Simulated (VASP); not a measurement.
Here is a VASP 6.6.1 calculation.

Contents of INCAR:

```
SYSTEM = Be4Ag
  PREC = Accurate
  ENCUT = 520
  EDIFF = 1E-7
  ISMEAR = 0
  SIGMA = 0.1
  LREAL = .FALSE.
  LASPH = .TRUE.
  NELM = 100
  ALGO = Normal
  ISIF = 2
  LWAVE = .FALSE.
  LCHARG = .TRUE.
  GGA = PE
  LELF = .TRUE.
  LVHAR = .TRUE.
  NBANDS = 18
```

Contents of KPOINTS:

```
Automatic mesh
0
G
  6 6 6
  0 0 0
```

File POSCAR:

```
Be4Ag
1.0
    3.5856524300      0.0000000000      0.0000000000
    0.0000000000      3.5856524300      0.0000000000
    0.0000000000      0.0000000000      3.5856524300
Be Ag
4 1
Direct
    0.5000000000      0.5000000000      0.5000000000
    0.0000000000      0.5000000000      0.5000000000
    0.5000000000      0.0000000000      0.5000000000
    0.5000000000      0.5000000000      0.0000000000
    0.0000000000      0.0000000000      0.0000000000
```

Potentials or basis: VASP PAW PBE potentials, release 64 (Be, Ag).

The run is started by

```console
$ cat potpaw_PBE.64/Be/POTCAR potpaw_PBE.64/Ag/POTCAR > POTCAR
$ mpirun -np 1 vasp_std > vasp.out
```

Task: What does it give for the pressure?

Result: 27.2 GPa.

Task: Estimate the band gap on the k mesh.

Result: None (metal or under the smearing width).

Caveat: so large a pressure means that the cell lies far from this level's equilibrium, or that cutoff or potentials fall short.
